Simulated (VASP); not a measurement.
Calculation: vdW-DF2, VASP's PBE PAW potentials (set 64) (plane waves; VASP).

VASP input:

### INCAR
```
# general
SYSTEM    =  PbF2
PREC      =  Accurate
ENCUT     =  520
LREAL     =  F
LASPH     =  T

# electronic loop
EDIFF     =  1E-7
NELM      =  100
ALGO      =  Normal
LMAXMIX   =  4

# smearing
ISMEAR    =  -5

# functional
GGA       =  ML
LUSE_VDW  =  T
AGGAC     =  0.0
ZAB_VDW   =  -1.8867

# ions
ISIF      =  2

# output
LWAVE     =  F
LCHARG    =  T
LORBIT    =  11
NEDOS     =  601

# other
LEFG      =  T
```

### KPOINTS
```
K-points
0
Gamma
7 7 7
```

POSCAR:
```
PbF2
3.0361770
  0.0000000000   0.9999998592   0.9999998592
  0.9999998592   0.0000000000   0.9999998592
  0.9999998592   0.9999998592   0.0000000000
Pb F
1 2
direct
  0.0000000000   0.0000000000   0.0000000000
  0.2500000000   0.2500000000   0.2500000000
  0.7500000000   0.7500000000   0.7500000000
```

POTCAR, in this order: Pb_d F (PBE.64 set). Program: vasp_std.

Output of the run:

**OSZICAR**
```
       N       E                     dE             d eps       ncg     rms          rms(c)
DAV:   1     0.313338178502E+03    0.31334E+03   -0.14974E+04   720   0.172E+03
DAV:   2     0.167349678220E+02   -0.29660E+03   -0.28615E+03   818   0.451E+02
DAV:   3    -0.101506041352E+02   -0.26886E+02   -0.26680E+02   832   0.154E+02
DAV:   4    -0.109071448274E+02   -0.75654E+00   -0.75588E+00   780   0.277E+01
DAV:   5    -0.109351397349E+02   -0.27995E-01   -0.27992E-01   826   0.530E+00    0.954E+00
DAV:   6    -0.815813265590E+01    0.27770E+01   -0.15126E+01   910   0.320E+01    0.297E+00
DAV:   7    -0.810653039440E+01    0.51602E-01   -0.68915E-01   728   0.556E+00    0.157E+00
DAV:   8    -0.805624434389E+01    0.50286E-01   -0.14570E-01   728   0.390E+00    0.414E-01
DAV:   9    -0.805438198350E+01    0.18624E-02   -0.17288E-02   814   0.957E-01    0.968E-02
DAV:  10    -0.805442340813E+01   -0.41425E-04   -0.16666E-03   720   0.512E-01    0.358E-02
DAV:  11    -0.805435983339E+01    0.63575E-04   -0.17303E-04   784   0.147E-01    0.133E-02
DAV:  12    -0.805435594902E+01    0.38844E-05   -0.48318E-05   832   0.752E-02    0.513E-03
DAV:  13    -0.805435602269E+01   -0.73675E-07   -0.41530E-06   734   0.186E-02    0.118E-03
DAV:  14    -0.805435590164E+01    0.12105E-06   -0.21860E-07   586   0.436E-03    0.187E-04
DAV:  15    -0.805435590726E+01   -0.56189E-08   -0.16100E-08   378   0.153E-03
   1 F= -.80543559E+01 E0= -.80543559E+01  d E =0.000000E+00
```

File OUTCAR:
```
------------------------ aborting loop because EDIFF is reached ----------------------------------------
  FORCE on cell =-STRESS in cart. coord.  units (eV):
  Direction    XX          YY          ZZ          XY          YZ          ZX
  --------------------------------------------------------------------------------------
  Total       -0.0196575     -0.0196575     -0.0196575      0.0000000      0.0000000     -0.0000000
  in kB       -0.5626375     -0.5626375     -0.5626375      0.0000000      0.0000000     -0.0000000
  external PRESSURE =      -0.5626375 kB  Pullay stress =       0.0000000 kB
  volume of cell :       55.98
      direct lattice vectors                 reciprocal lattice vectors
     0.000000000  3.036176572  3.036176572    -0.164680804  0.164680804  0.164680804
     3.036176572  0.000000000  3.036176572     0.164680804 -0.164680804  0.164680804
     3.036176572  3.036176572  0.000000000     0.164680804  0.164680804 -0.164680804
 POSITION                                       TOTAL-FORCE (eV/Angst)
 -----------------------------------------------------------------------------------
      0.00000      0.00000      0.00000        -0.000000     -0.000000      0.000000
      1.51809      1.51809      1.51809        -0.000000     -0.000000     -0.000000
      4.55426      4.55426      4.55426         0.000000      0.000000      0.000000
 -----------------------------------------------------------------------------------
    total drift:                                0.000000     -0.000000      0.000000
  FREE ENERGIE OF THE ION-ELECTRON SYSTEM (eV)
  ---------------------------------------------------
  free  energy   TOTEN  =        -8.0543559073 eV

  energy  without entropy=       -8.0543559073  energy(sigma->0) =       -8.05435591

 total charge

# of ion       s       p       d       tot
------------------------------------------
    1        1.554   0.256   9.854  11.664
    2        1.730   4.315   0.000   6.045
    3        1.730   4.315   0.000   6.045
--------------------------------------------------
tot          5.014   8.886   9.854  23.754

 Electric field gradients after diagonalization (V/A^2)
 (convention: |V_zz| > |V_xx| > |V_yy|)
----------------------------------------------------------------------
 ion       V_xx      V_yy      V_zz     asymmetry (V_yy - V_xx)/ V_zz
----------------------------------------------------------------------
   1       0.000     0.000    -0.001       0.000
   2      -0.007    -0.007     0.014       0.000
   3      -0.007    -0.007     0.014       0.000
```
(Selected blocks of OUTCAR.)

### OUTCAR
```
 val. band max:        0.7463757185   @ k =  -0.4286   0.1429   0.0000

 cond. band min:       5.2116270712   @ k =   0.4286   0.4286   0.0000


 Fermi energy:         0.7875385101

 k-point     1 :       0.0000    0.0000    0.0000
  band No.  band energies     occupation
      1     -19.6929      2.00000
      2     -19.1905      2.00000
      3     -13.4248      2.00000
      4     -13.4248      2.00000
      5     -13.4248      2.00000
      6     -13.3888      2.00000
      7     -13.3888      2.00000
      8      -3.8322      2.00000
      9      -1.2579      2.00000
     10      -1.2579      2.00000
     11      -1.2579      2.00000
     12      -0.7941      2.00000
     13      -0.7941      2.00000
     14      -0.7941      2.00000
     15       7.4129      0.00000
     16       7.4129      0.00000
     17       7.4129      0.00000
     18      10.7294      0.00000

 k-point     2 :       0.1429    0.0000    0.0000
  band No.  band energies     occupation
      1     -19.6617      2.00000
      2     -19.2189      2.00000
      3     -13.4193      2.00000
      4     -13.4193      2.00000
      5     -13.3950      2.00000
      6     -13.3884      2.00000
      7     -13.3884      2.00000
      8      -4.0619      2.00000
      9      -1.3930      2.00000
     10      -1.2882      2.00000
     11      -1.2882      2.00000
     12      -0.8255      2.00000
     13      -0.8255      2.00000
     14      -0.4001      2.00000
     15       6.7457      0.00000
     16       7.5572      0.00000
     17       7.5572      0.00000
     18      11.8250      0.00000

 k-point     3 :       0.2857    0.0000    0.0000
  band No.  band energies     occupation
      1     -19.5822      2.00000
      2     -19.2892      2.00000
      3     -13.4140      2.00000
      4     -13.4140      2.00000
      5     -13.3804      2.00000
      6     -13.3804      2.00000
      7     -13.3297      2.00000
      8      -4.4769      2.00000
      9      -1.5809      2.00000
...
```

Unless said otherwise, spin-orbit coupling is left out, though it shifts the bands of the heavy elements here.

The compound is PbF2 in the fluorite structure, the β form. It was relaxed first, which changed the volume by +7 %.
